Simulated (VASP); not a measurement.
Data:

```xyz
3
Lattice="1.9284 -3.3401 0.0000 1.9284 3.3401 0.0000 0.0000 0.0000 6.1744" Properties=species:S:1:pos:R:3 pbc="T T T"
Sn     1.9284     3.3401     0.0000
Se     1.9284     1.1134     1.5969
Se     1.9284    -1.1134     4.5776
```

Method: optB86b-vdW, VASP's PBE PAW potentials (set 64) (plane waves; VASP). Run with 520 eV cut-off, Gaussian smearing of 0.050 eV, potentials Sn_d Se.

Unless said otherwise, spin-orbit coupling is left out, though it shifts the bands of the heavy elements here.

### Question
What does the run give for the band gap (along the path) with the smallest direct gap where there is one?

### Answer

The band gap (along the path) is 0.48 eV and the smallest direct gap (along the path) is 0.83 eV.

Total energies compare only between runs with the same potentials, cut-off and functional.

The compound is SnSe2 in the 1T layered structure. It was relaxed first.
